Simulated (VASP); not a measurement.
Given:

```yaml
crystal:
  lattice:
    - [1.59170, -2.75691, 0.00000]
    - [1.59170, 2.75691, 0.00000]
    - [0.00000, 0.00000, 5.12666]
  atoms:
    - { symbol: Zr, position: [0.33333, 0.66667, 0.25000] }
    - { symbol: Zr, position: [0.66667, 0.33333, 0.75000] }
```

Method: AM05 GGA, VASP's PBE PAW potentials (set 64) (plane waves; VASP 6.6.1). Numerical set-up: 520 eV cut-off, 15×15×8 Γ-centred mesh, tetrahedra with Blöchl corrections, potentials Zr_sv.

Q: The job: Zr (hcp), 2 atoms, AM05, static run, 520 eV, 15×15×8 Γ-centred mesh. Roughly how much core time does it take on a busy server core?

A: About 40 core-seconds (one run on a shared machine, a rough figure). It had 135 irreducible k-points, 16 bands, up to 1230 plane waves and 13 electronic steps.

The compound is Zr in the hcp structure. It was relaxed first.
